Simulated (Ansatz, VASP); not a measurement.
Al4Ag in VASP and in Ansatz

```xyz
5
Lattice="-2.9673 2.9673 2.9673 2.9673 -2.9673 2.9673 2.9673 2.9673 -2.9673" Properties=species:S:1:pos:R:3 pbc="T T T"
Al    1.4837    1.4837   -1.4837
Al   -1.4837    1.4837    1.4837
Al    1.4837    1.4837    1.4837
Al    1.4837   -1.4837    1.4837
Ag    0.0000    0.0000    0.0000
```

Change from the starting cell: species swapped into the NiHg4 type (Im-3m, No. 229).

Alike in both runs: functional PBE; k mesh 10 × 10 × 10; occupations gaussian, width 0.1 eV; no spin polarisation.

Ansatz relaxed the structure, and its values are those at the end. VASP's run is a single point on that final structure, the one shown.

```csv
,VASP,Ansatz
version,VASP 6.6.1,Ansatz 0.2.0
potentials or method,"VASP PAW PBE potentials, release 64 (Al, Ag)","scalar-relativistic, plane waves, PAW"
plane-wave cutoff (eV),520,420
valence electrons in the cell,23,31
```

|  | VASP | Ansatz | Ansatz less VASP |
| --- | --- | --- | --- |
| gap on the k mesh at the Fermi level (eV) | none | none | - |
| pressure (GPa) | -0.1 | 0.0 | +0.07 |

A gap of «none» marks a metal or a gap that the smearing closes. The two sets of potentials don't hold the same shells in valence.
